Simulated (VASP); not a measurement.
Output of a VASP run:

OSZICAR:
```
       N       E                     dE             d eps       ncg     rms          rms(c)
DAV:   1     0.179664948601E+03    0.17966E+03   -0.15129E+04   720   0.169E+03
DAV:   2    -0.451567149796E+02   -0.22482E+03   -0.21995E+03   990   0.355E+02
DAV:   3    -0.521416034809E+02   -0.69849E+01   -0.69214E+01  1050   0.650E+01
DAV:   4    -0.523850875708E+02   -0.24348E+00   -0.24330E+00  1184   0.851E+00
DAV:   5    -0.523882935884E+02   -0.32060E-02   -0.32053E-02  1066   0.856E-01    0.105E+01
DAV:   6    -0.478698081013E+02    0.45185E+01   -0.78081E+00   934   0.159E+01    0.533E+00
DAV:   7    -0.470905274109E+02    0.77928E+00   -0.50891E+00   962   0.109E+01    0.151E+00
DAV:   8    -0.471033407937E+02   -0.12813E-01   -0.81818E-01  1020   0.578E+00    0.768E-01
DAV:   9    -0.470791108365E+02    0.24230E-01   -0.10556E-01   996   0.181E+00    0.164E-01
DAV:  10    -0.470798777159E+02   -0.76688E-03   -0.18989E-02  1174   0.697E-01    0.125E-01
DAV:  11    -0.470796805084E+02    0.19721E-03   -0.14197E-03   996   0.257E-01    0.560E-02
DAV:  12    -0.470796345851E+02    0.45923E-04   -0.22921E-04  1024   0.991E-02    0.188E-02
DAV:  13    -0.470796329667E+02    0.16184E-05   -0.65025E-05   984   0.507E-02    0.507E-03
DAV:  14    -0.470796328412E+02    0.12551E-06   -0.42703E-06   840   0.143E-02
   1 F= -.44949425E+02 E0= -.44949297E+02  d E =-.449494E+02
```

**OUTCAR**
```
------------------------ aborting loop because EDIFF is reached ----------------------------------------
  FORCE on cell =-STRESS in cart. coord.  units (eV):
  Direction    XX          YY          ZZ          XY          YZ          ZX
  --------------------------------------------------------------------------------------
  Total        2.1320334      2.1320334      2.1320334     -0.0000000      0.0000000      0.0000000
  in kB       50.0428462     50.0428462     50.0428462     -0.0000000      0.0000000      0.0000000
  external PRESSURE =       0.0428462 kB  Pullay stress =      50.0000000 kB
  volume of cell :       68.26
      direct lattice vectors                 reciprocal lattice vectors
     4.086838969  0.000000000  0.000000000     0.244687889  0.000000000  0.000000000
     0.000000000  4.086838969  0.000000000     0.000000000  0.244687889  0.000000000
     0.000000000  0.000000000  4.086838969     0.000000000  0.000000000  0.244687889
 POSITION                                       TOTAL-FORCE (eV/Angst)
 -----------------------------------------------------------------------------------
      0.00000      0.00000      0.00000         0.000000     -0.000000      0.000000
      3.26579      2.04342      2.04342        -0.000802      0.000000     -0.000000
      2.04342      0.82104      2.04342         0.000000      0.000802      0.000000
      2.04342      3.26579      2.04342        -0.000000     -0.000802     -0.000000
      0.82104      2.04342      2.04342         0.000802     -0.000000      0.000000
      2.04342      2.04342      3.26579         0.000000      0.000000     -0.000802
      2.04342      2.04342      0.82104        -0.000000     -0.000000      0.000802
 -----------------------------------------------------------------------------------
    total drift:                               -0.000000      0.000000      0.000000
  FREE ENERGIE OF THE ION-ELECTRON SYSTEM (eV)
  ---------------------------------------------------
  free  energy   TOTEN  =       -47.0796328412 eV

  energy  without entropy=      -47.0793762093  energy(sigma->0) =      -47.07950453
  enthalpy is  TOTEN    =       -44.9494248995 eV   P V=        2.1302079417

 reached required accuracy - stopping structural energy minimisation
```
(Selected blocks of OUTCAR.)

File POSCAR:
```
CaB6
1
    4.0868389691     0.0000000000     0.0000000000
    0.0000000000     4.0868389691     0.0000000000
   -0.0000000000    -0.0000000000     4.0868389691
Ca B
1 6
Direct
  0.0000000000   0.0000000000   0.0000000000
  0.7991004817   0.5000000000   0.5000000000
  0.5000000000   0.2008995183   0.5000000000
  0.5000000000   0.7991004817   0.5000000000
  0.2008995183   0.5000000000   0.5000000000
  0.5000000000   0.5000000000   0.7991004817
  0.5000000000   0.5000000000   0.2008995183
```

Task: Reconstruct the remaining input files.

Result: Several could match; the one computed here: the input of the run itself, PBEsol GGA, plane waves, VASP's PBE PAW potentials (set 64).

**INCAR**
```
NSW = 40   # most ionic steps
SIGMA = 0.05
IBRION = 2
PREC = Accurate
LREAL = .False.
ALGO = Normal   # blocked Davidson
ENCUT = 620
LWAVE = .False.
EDIFF = 1E-6   # SCF stop (eV)
ISIF = 3   # ions, shape and volume
NELM = 100   # most electronic steps
LASPH = .True.
GGA = PS
ISMEAR = 0   # Gaussian
EDIFFG = -0.02
LCHARG = .False.
PSTRESS = 50
SYSTEM = CaB6
```

**KPOINTS**
```
Automatic mesh
0
Gamma
6 6 6
0 0 0
```

POTCAR, in this order: Ca_sv B (PBE.64 set). Program: vasp_std.

The compound is CaB6 in the cab6 structure. It was relaxed first under an external pressure of 5 GPa.
